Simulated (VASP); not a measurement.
Output of a VASP run:

### OSZICAR
```
       N       E                     dE             d eps       ncg     rms          rms(c)
DAV:   1     0.397008630852E+03    0.39701E+03   -0.25499E+04  1680   0.190E+03
DAV:   2    -0.107769231958E+03   -0.50478E+03   -0.49424E+03  1718   0.519E+02
DAV:   3    -0.163183324916E+03   -0.55414E+02   -0.54739E+02  2460   0.174E+02
DAV:   4    -0.169317736686E+03   -0.61344E+01   -0.60865E+01  2740   0.489E+01
DAV:   5    -0.170135038206E+03   -0.81730E+00   -0.81706E+00  2704   0.111E+01    0.505E+00
DAV:   6    -0.162360971854E+03    0.77741E+01   -0.37391E+00  2476   0.208E+01    0.307E+00
DAV:   7    -0.156078261967E+03    0.62827E+01   -0.10028E+00  2026   0.709E+00    0.131E+00
DAV:   8    -0.159022108449E+03   -0.29438E+01   -0.12825E+00  1860   0.713E+00    0.584E-01
DAV:   9    -0.158670233809E+03    0.35187E+00   -0.51138E-01  1854   0.487E+00    0.409E-01
DAV:  10    -0.158588234485E+03    0.81999E-01   -0.12246E-01  1962   0.253E+00    0.277E-01
DAV:  11    -0.158694925670E+03   -0.10669E+00   -0.17715E-01  1860   0.245E+00    0.174E-01
DAV:  12    -0.158660173853E+03    0.34752E-01   -0.42218E-02  2024   0.162E+00    0.164E-01
DAV:  13    -0.158659006794E+03    0.11671E-02   -0.18105E-03  2880   0.268E-01    0.165E-01
DAV:  14    -0.158658369041E+03    0.63775E-03   -0.14726E-04  2024   0.105E-01    0.171E-01
DAV:  15    -0.158677249079E+03   -0.18880E-01   -0.19461E-02  1904   0.941E-01    0.145E-01
DAV:  16    -0.158696314885E+03   -0.19066E-01   -0.19136E-02  1830   0.884E-01    0.186E-01
DAV:  17    -0.158706332705E+03   -0.10018E-01   -0.55060E-03  1994   0.700E-01    0.983E-02
DAV:  18    -0.158708047266E+03   -0.17146E-02   -0.57431E-04  2548   0.206E-01    0.604E-02
DAV:  19    -0.158710338397E+03   -0.22911E-02   -0.98493E-04  1966   0.268E-01    0.307E-02
DAV:  20    -0.158710528133E+03   -0.18974E-03   -0.70202E-04  1992   0.176E-01    0.238E-02
DAV:  21    -0.158711402134E+03   -0.87400E-03   -0.72900E-04  2088   0.181E-01    0.858E-03
DAV:  22    -0.158712633410E+03   -0.12313E-02   -0.92838E-04  1992   0.192E-01    0.177E-02
DAV:  23    -0.158712668836E+03   -0.35426E-04   -0.40239E-05  2670   0.369E-02    0.145E-02
DAV:  24    -0.158712661348E+03    0.74883E-05   -0.81690E-07  1406   0.629E-03    0.151E-02
DAV:  25    -0.158712671686E+03   -0.10339E-04   -0.28437E-07  1296   0.550E-03    0.139E-02
DAV:  26    -0.158712723401E+03   -0.51715E-04   -0.11194E-05  1826   0.349E-02    0.379E-03
DAV:  27    -0.158712765502E+03   -0.42101E-04   -0.65593E-05  2000   0.615E-02    0.145E-02
DAV:  28    -0.158712759977E+03    0.55254E-05   -0.92469E-06  2382   0.146E-02    0.161E-02
DAV:  29    -0.158712766915E+03   -0.69383E-05   -0.73587E-06  1830   0.255E-02    0.752E-03
DAV:  30    -0.158712747981E+03    0.18934E-04   -0.12781E-05  2798   0.269E-02    0.463E-03
DAV:  31    -0.158712756767E+03   -0.87867E-05   -0.21759E-06  1470   0.100E-02    0.174E-03
DAV:  32    -0.158712755907E+03    0.86036E-06   -0.38968E-07  1020   0.571E-03
   1 F= -.15871276E+03 E0= -.15871272E+03  d E =-.158713E+03
```

OUTCAR:
```
------------------------ aborting loop because EDIFF is reached ----------------------------------------
  FORCE on cell =-STRESS in cart. coord.  units (eV):
  Direction    XX          YY          ZZ          XY          YZ          ZX
  --------------------------------------------------------------------------------------
  Total       -0.0535260     -0.0535260      0.1129994      0.0000000      0.0000000     -0.0000000
  in kB       -0.5980066     -0.5980067      1.2624580      0.0000000      0.0000000     -0.0000000
  external PRESSURE =       0.0221483 kB  Pullay stress =       0.0000000 kB
  volume of cell :      143.41
      direct lattice vectors                 reciprocal lattice vectors
     4.702609015  0.000000000  0.000000000     0.212647915  0.122772323  0.000000000
    -2.351304507  4.072579112  0.000000000     0.000000000  0.245544647  0.000000000
     0.000000000  0.000000000  7.487922647     0.000000000  0.000000000  0.133548388
 POSITION                                       TOTAL-FORCE (eV/Angst)
 -----------------------------------------------------------------------------------
     -0.00000      2.71505      4.84388        -0.000000     -0.000000      0.000328
      2.35131      1.35753      2.64404         0.000000      0.000000     -0.000328
      0.00000      0.00000      3.74396        -0.000000      0.000000      0.000000
      0.00000      0.00000      0.00000        -0.000000      0.000000      0.000000
     -0.00000      2.71505      1.91704        -0.000000      0.000000     -0.003321
      2.35131      1.35753      5.57089         0.000000     -0.000000      0.003321
 -----------------------------------------------------------------------------------
    total drift:                                0.000000      0.000000      0.000000
  FREE ENERGIE OF THE ION-ELECTRON SYSTEM (eV)
  ---------------------------------------------------
  free  energy   TOTEN  =      -158.7127559071 eV

  energy  without entropy=     -158.7126537224  energy(sigma->0) =     -158.71272185

 reached required accuracy - stopping structural energy minimisation
```
(Selected blocks of OUTCAR.)

### POSCAR
```
Li3PrBi2
1
    4.7026090147    -0.0000000000    -0.0000000000
   -2.3513045074     4.0725791116     0.0000000000
   -0.0000000000     0.0000000000     7.4879226471
Li Pr Bi
3 1 2
Direct
  0.3333330000   0.6666670000   0.6468930222
  0.6666670000   0.3333330000   0.3531069778
  1.0000000000   1.0000000000   0.5000000000
  1.0000000000   1.0000000000   0.0000000000
  0.3333330000   0.6666670000   0.2560170471
  0.6666670000   0.3333330000   0.7439829529
```

Problem. Reconstruct the remaining input files.

Solution. Several could match; the one computed here: the input of the run itself, r2SCAN meta-GGA, plane waves, VASP's PBE PAW potentials (set 64).

INCAR:
```
SYSTEM = Li3PrBi2
PREC = Accurate
ENCUT = 520
EDIFF = 1E-6
NELM = 100
ALGO = Normal
LREAL = .FALSE.
LASPH = .TRUE.
ISMEAR = 1
SIGMA = 0.1
METAGGA = R2SCAN
LMIXTAU = .TRUE.
LMAXMIX = 6
LWAVE = .FALSE.
LCHARG = .FALSE.
IBRION = 2
ISIF = 3
NSW = 60
EDIFFG = -0.02
```

**KPOINTS**
```
Automatic mesh
0
Gamma
7 7 4
0 0 0
```

POTCAR, in this order: Li_sv Pr_3 Bi_d (PBE.64 set). Program: vasp_std.

The 4f electrons are frozen in the core of the lanthanide potential, so 4f levels, which can set the real gap, and their magnetism are missing.

The structure comes from a measured Li3PrBi2 entry (P-3m1) of the Crystallography Open Database, whose conditions weren't checked. It was relaxed first. The start is the result of an earlier pass.
